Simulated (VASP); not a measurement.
# Mg2Br3 (Pm-3m) in VASP: further runs

Runs on Mg2Br3. Level: PBE. Tasks: single point, relaxation of cell and atoms.

Program: VASP 6.6.1. These are calculated values, not measurements. Logs are shortened: lines on timing, memory, paths and dates and some standing lists are left out, and cuts for length are marked.

## (1) The cell of the first run

It takes space group Pm-3m (No. 221, cubic). Conventional cell: a = 5.255 Å, b = 5.255 Å, c = 5.255 Å, α = 90.00°, β = 90.00°, γ = 90.00°. Around Mg (site symmetry m-3m) lie 12 Br at 3.72 Å. Around Mg (site symmetry m-3m) lie 6 Br at 2.63 Å. Around Br (site symmetry 4/mmm) lie 2 Mg at 2.63 Å.

The cell was built by a generator and needn't be a form met in nature.

## (2) Single point, PBE (random cell by space group and Wyckoff sites (Pm-3m, No. 221))

INCAR

```
SYSTEM = Mg2Br3
ALGO = Normal ; EDIFF = 1E-6
ENCUT = 520 ; GGA = PE
ISIF = 2 ; ISMEAR = 0
LASPH = .True. ; LCHARG = .False.
LREAL = .False. ; LWAVE = .False.
NBANDS = 20 ; NELM = 60
PREC = Accurate ; SIGMA = 0.1
```

KPOINTS

```
k-points
0
Gamma
  4 4 4
  0 0 0
```

POSCAR

```
Mg2Br3
1.0
    5.2548764559      0.0000000000      0.0000000000
    0.0000000000      5.2548764559      0.0000000000
    0.0000000000      0.0000000000      5.2548764559
Mg Br
2 3
Direct
    0.0000000000      0.0000000000      0.0000000000
    0.5000000000      0.5000000000      0.5000000000
    0.0000000000      0.5000000000      0.5000000000
    0.5000000000      0.0000000000      0.5000000000
    0.5000000000      0.5000000000      0.0000000000
```

Potentials or basis: VASP PAW PBE potentials, release 64 (Mg, Br).

Launch:

```console
$ cat potpaw_PBE.64/Mg/POTCAR potpaw_PBE.64/Br/POTCAR > POTCAR
$ mpirun -np 1 vasp_std > vasp.out
```

OUTCAR:

```text
SYSTEM = Mg2Br3
   EDIFF = 1E-6
   ENCUT = 520
   GGA = PE
   ISIF = 2
   ISMEAR = 0
   LASPH = .True.
   LREAL = .False.
   NELM = 60
   PREC = Accurate

 ion  position               nearest neighbor table
   1  0.000  0.000  0.000-
   2  0.500  0.500  0.500-   3 2.63   4 2.63   5 2.63   5 2.63   4 2.63   3 2.63
   3  0.000  0.500  0.500-   2 2.63   2 2.63
   4  0.500  0.000  0.500-   2 2.63   2 2.63
   5  0.500  0.500  0.000-   2 2.63   2 2.63

  LATTYP: Found a simple cubic cell.
 ALAT       =     5.2548764559

  Lattice vectors:

 A1 = (   5.2548764559,   0.0000000000,   0.0000000000)
 A2 = (   0.0000000000,   5.2548764559,   0.0000000000)
 A3 = (   0.0000000000,   0.0000000000,   5.2548764559)

Analysis of symmetry for initial positions (statically):
=====================================================================
 Subroutine PRICEL returns:
 Original cell was already a primitive cell.

 Routine SETGRP: Setting up the symmetry group for a
 simple cubic supercell.

 Subroutine GETGRP returns: Found 48 space group operations
 (whereof 48 operations were pure point group operations)
 out of a pool of 48 trial point group operations.

The static configuration has the point symmetry O_h .

Analysis of symmetry for dynamics (positions and initial velocities):
=====================================================================
 Subroutine PRICEL returns:
 Original cell was already a primitive cell.

 Routine SETGRP: Setting up the symmetry group for a
 simple cubic supercell.

 Subroutine GETGRP returns: Found 48 space group operations
 (whereof 48 operations were pure point group operations)
 out of a pool of 48 trial point group operations.

The dynamic configuration has the point symmetry O_h .

 Subroutine INISYM returns: Found 48 space group operations
 (whereof 48 operations are pure point group operations),
 and found     1 'primitive' translations

----------------------------------------------------------------------------------------

                                     Primitive cell

  volume of cell :     145.1067

  direct lattice vectors                    reciprocal lattice vectors
     5.254876456  0.000000000  0.000000000     0.190299431  0.000000000  0.000000000
     0.000000000  5.254876456  0.000000000     0.000000000  0.190299431  0.000000000
     0.000000000  0.000000000  5.254876456     0.000000000  0.000000000  0.190299431

  length of vectors
     5.254876456  5.254876456  5.254876456     0.190299431  0.190299431  0.190299431

  position of ions in fractional coordinates (direct lattice)
     0.000000000  0.000000000  0.000000000
     0.500000000  0.500000000  0.500000000
     0.000000000  0.500000000  0.500000000
     0.500000000  0.000000000  0.500000000
     0.500000000  0.500000000  0.000000000

  ion indices of the primitive-cell ions
   primitive index   ion index
                 1           1
                 2           2
                 3           3
                 4           4
                 5           5

----------------------------------------------------------------------------------------

 KPOINTS: k-points

Automatic generation of k-mesh.
 Grid dimensions read from file:
 generate k-points for:    4    4    4

 Generating k-lattice:

  Cartesian coordinates                     Fractional coordinates (reciprocal lattice)
     0.047574858  0.000000000  0.000000000     0.250000000  0.000000000  0.000000000
     0.000000000  0.047574858  0.000000000     0.000000000  0.250000000  0.000000000
     0.000000000  0.000000000  0.047574858     0.000000000  0.000000000  0.250000000

  Length of vectors
     0.047574858  0.047574858  0.047574858

  Shift w.r.t. Gamma in fractional coordinates (k-lattice)
     0.000000000  0.000000000  0.000000000

 Subroutine IBZKPT returns following result:
 ===========================================

 Found     10 irreducible k-points:

 Following reciprocal coordinates:
            Coordinates               Weight
  0.000000  0.000000  0.000000      1.000000
  0.250000  0.000000  0.000000      6.000000
  0.500000  0.000000  0.000000      3.000000
  0.250000  0.250000  0.000000     12.000000
  0.500000  0.250000  0.000000     12.000000
  0.500000  0.500000  0.000000      3.000000
  0.250000  0.250000  0.250000      8.000000
  0.500000  0.250000  0.250000     12.000000
  0.500000  0.500000  0.250000      6.000000
  0.500000  0.500000  0.500000      1.000000
   k-points           NKPTS =     10   k-points in BZ     NKDIM =     10   number of bands    NBANDS=     20
   number of dos      NEDOS =    301   number of ions     NIONS =      5
   total plane-waves  NPLWV =  64000
   dimension x,y,z NGX =    40 NGY =   40 NGZ =   40
   dimension x,y,z NGXF=    80 NGYF=   80 NGZF=   80
   ions per type =               2   3
   NGX,Y,Z   is equivalent  to a cutoff of  12.65, 12.65, 12.65 a.u.
   NGXF,Y,Z  is equivalent  to a cutoff of  25.31, 25.31, 25.31 a.u.
 SYSTEM =  Mg2Br3
   PREC   = accura    normal or accurate (medium, high low for compatibility)
   ISTART =      0    job   : 0-new  1-cont  2-samecut
   ICHARG =      2    charge: 1-file 2-atom 10-const
   ISPIN  =      1    spin polarized calculation?
   LNONCOLLINEAR =      F non collinear calculations
   LSORBIT =      F    spin-orbit coupling
   LASPH  =      T    aspherical Exc in radial PAW
   ENCUT  =  520.0 eV  38.22 Ry    6.18 a.u.   9.77  9.77  9.77*2*pi/ulx,y,z
   NELM   =     60;   NELMIN=  2; NELMDL= -5     # of ELM steps
   EDIFF  = 0.1E-05   stopping-criterion for ELM
   LREAL  =      F    real-space projection
   EDIFFG = 0.1E-04   stopping-criterion for IOM
   NSW    =      0    number of steps for IOM
   IBRION =     -1    ionic relax: 0-MD 1-quasi-New 2-CG
   NFREE  =      0    steps in history (QN), initial steepest desc. (CG)
   ISIF   =      2    stress and relaxation
   ISYM   =      2    0-nonsym 1-usesym 2-fastsym
   POTIM  = 0.5000    time-step for ionic-motion
   TEBEG  =    0.0;   TEEND  =   0.0 temperature during run
   PSTRESS=    0.0 pullay stress
   NELECT =      25.0000    total number of electrons
   NUPDOWN=      -1.0000    fix difference up-down
   EMIN   =  10.00;   EMAX   =-10.00  energy-range for DOS
   EFERMI =   0.00;   METHOD = LEGACY
   ISMEAR =     0;   SIGMA  =   0.10  broadening in eV -4-tet -1-fermi 0-gaus
   EFERMI_NEDOS =   21; number of points for ismear=-14 and -15
   IALGO  =     38    algorithm
   IMIX   =      4    mixing-type and parameters
     AMIX     =   0.40;   BMIX     =  1.00
     AMIX_MAG =   1.60;   BMIX_MAG =  1.00
  volume/ion in A,a.u.               =      29.02       195.85
  Fermi-wavevector in a.u.,A,eV,Ry     =   0.910945  1.721437 11.290406  0.829821
  Thomas-Fermi vector in A             =   2.035167
   LORBIT       =      0    0 simple, 1 ext, 2 COOP (PROOUT), +10 PAW based schemes
   GGA     = PE    functional components
   LHFCALC =     F    Hartree Fock is set to
   AEXX    =    0.0000 exact exchange contribution
   IVDW    =     0    specifies the selected vdW correction
   LEPSILON=     F    determine dielectric tensor
   LRPA    =     F    only Hartree local field effects (RPA)
 non-spin polarized calculation
 Gauss-broadening in eV      SIGMA  =   0.10
  energy-cutoff  :      520.00
  volume of cell :      145.11
 maximum number of plane-waves:      3948
 NGX is ok and might be reduce to    40
   NGX = 19   NGY = 19   NGZ = 19

 number of electron      25.0000003 magnetization

 Free energy of the ion-electron system (eV)
  ---------------------------------------------------
  ext. energy  EPLUGINS =         0.00000000
  ---------------------------------------------------
  free energy    TOTEN  =       -12.44389408 eV

  energy without entropy =      -12.41806752  energy(sigma->0) =      -12.43098080

 E-fermi :   2.1231     XC(G=0):  -8.1231

 val. band max:        2.1189578130   @ k =   0.5000   0.2500   0.2500
 cond. band min:       2.1484585356   @ k =   0.2500   0.2500   0.2500
 fundamental gap:      0.0295007226
 Fermi energy:         2.1230765717

 k-point     1 :       0.0000    0.0000    0.0000
  band No.  band energies     occupation
      1     -13.7728      2.00000
      2     -12.9515      2.00000
      3     -12.9515      2.00000
      4      -3.0845      2.00000
      5      -3.0845      2.00000
      6      -3.0845      2.00000
[... 12 lines left out ...]
     19       6.9943      0.00000
     20       7.1940      0.00000

 k-point     2 :       0.2500    0.0000    0.0000
  band No.  band energies     occupation
      1     -13.6748      2.00000
      2     -13.0581      2.00000
      3     -12.9479      2.00000
      4      -2.9759      2.00000
      5      -2.9431      2.00000
      6      -2.9431      2.00000
[... 12 lines left out ...]
     19       7.5082      0.00000
     20       8.1685      0.00000

 k-point     3 :       0.5000    0.0000    0.0000
  band No.  band energies     occupation
      1     -13.5173      2.00000
      2     -13.2244      2.00000
      3     -12.9444      2.00000
      4      -2.7589      2.00000
      5      -2.7589      2.00000
      6      -2.6848      2.00000
[... 12 lines left out ...]
     19       8.3211      0.00000
     20       8.6609      0.00000

 k-point     4 :       0.2500    0.2500    0.0000
  band No.  band energies     occupation
      1     -13.5837      2.00000
      2     -13.0856      2.00000
      3     -13.0080      2.00000
      4      -3.4030      2.00000
      5      -2.7984      2.00000
      6      -2.3097      2.00000
[... 107 lines left out ...]
 k-point     9 :       0.5000    0.5000    0.2500
  band No.  band energies     occupation
      1     -13.2197      2.00000
      2     -13.2053      2.00000
      3     -13.2053      2.00000
      4      -4.3971      2.00000
      5      -2.5812      2.00000
      6      -2.1328      2.00000
[... 12 lines left out ...]
     19       6.8020      0.00000
     20       8.6950      0.00000

 k-point    10 :       0.5000    0.5000    0.5000
  band No.  band energies     occupation
      1     -13.1994      2.00000
      2     -13.1994      2.00000
      3     -13.1994      2.00000
      4      -4.7631      2.00000
      5      -2.4602      2.00000
      6      -2.4602      2.00000
[... 12 lines left out ...]
     19       6.9457      0.00000
     20       9.5290      0.00000

------------------------ aborting loop because EDIFF is reached ----------------------------------------

  FORCE on cell =-STRESS in cart. coord.  units (eV):
  Direction    XX          YY          ZZ          XY          YZ          ZX
  --------------------------------------------------------------------------------------
  -------------------------------------------------------------------------------------
  Total        0.0651074      0.0651074      0.0651074     -0.0000000     -0.0000000      0.0000000
  in kB        0.7188748      0.7188748      0.7188748     -0.0000000     -0.0000000      0.0000000
  external PRESSURE =       0.7188748 kB  Pullay stress =       0.0000000 kB

 VOLUME and BASIS-vectors are now :
 -----------------------------------------------------------------------------
  energy-cutoff  :      520.00
  volume of cell :      145.11
      direct lattice vectors                 reciprocal lattice vectors
     5.254876456  0.000000000  0.000000000     0.190299431  0.000000000  0.000000000
     0.000000000  5.254876456  0.000000000     0.000000000  0.190299431  0.000000000
     0.000000000  0.000000000  5.254876456     0.000000000  0.000000000  0.190299431

 POSITION                                       TOTAL-FORCE (eV/Angst)
 -----------------------------------------------------------------------------------
      0.00000      0.00000      0.00000         0.000000      0.000000      0.000000
      2.62744      2.62744      2.62744         0.000000      0.000000      0.000000
      0.00000      2.62744      2.62744         0.000000      0.000000      0.000000
      2.62744      0.00000      2.62744         0.000000      0.000000      0.000000
      2.62744      2.62744      0.00000         0.000000      0.000000      0.000000
 -----------------------------------------------------------------------------------
    total drift:                                0.000000     -0.000000     -0.000000

  FREE ENERGIE OF THE ION-ELECTRON SYSTEM (eV)
  ---------------------------------------------------
  free  energy   TOTEN  =       -12.4438940771 eV

  energy  without entropy=      -12.4180675158  energy(sigma->0) =      -12.43098080
```

Wall time 23 s (1 thread of Intel Xeon Platinum 8259CL at 2.50GHz (Skylake/Cascade Lake), shared host); peak memory 0.24 GiB.

What came out:

```
Free energy            : -12.4439 eV
Pressure               : 0.1 GPa
Band gap on the k mesh : none (metal or under the smearing width)
```

Levels at points of the mesh, in eV from the Fermi level:
```
           k point  band 9  band 10  band 11  band 12  band 13  band 14  band 15  band 16  band 17  band 18
(0.00, 0.00, 0.00)   -2.80    -2.56    -2.56    -2.56    -1.21     0.93     4.61     4.61     4.87     4.87
(0.50, 0.00, 0.00)   -3.34    -3.05    -2.62    -2.62     0.43     2.23     3.22     4.04     4.04     5.53
(0.50, 0.50, 0.00)   -3.27    -3.27    -3.11    -1.97     0.33     3.14     3.66     3.66     5.03     5.03
(0.50, 0.50, 0.50)   -3.09    -1.96    -1.96    -1.96    -0.89     3.90     3.90     3.90     4.82     4.82
```

Caveat: an odd number of electrons without spin polarisation forces a metal; a magnetic or distorted state may lie lower.

(Continued in part 2 of 2.)
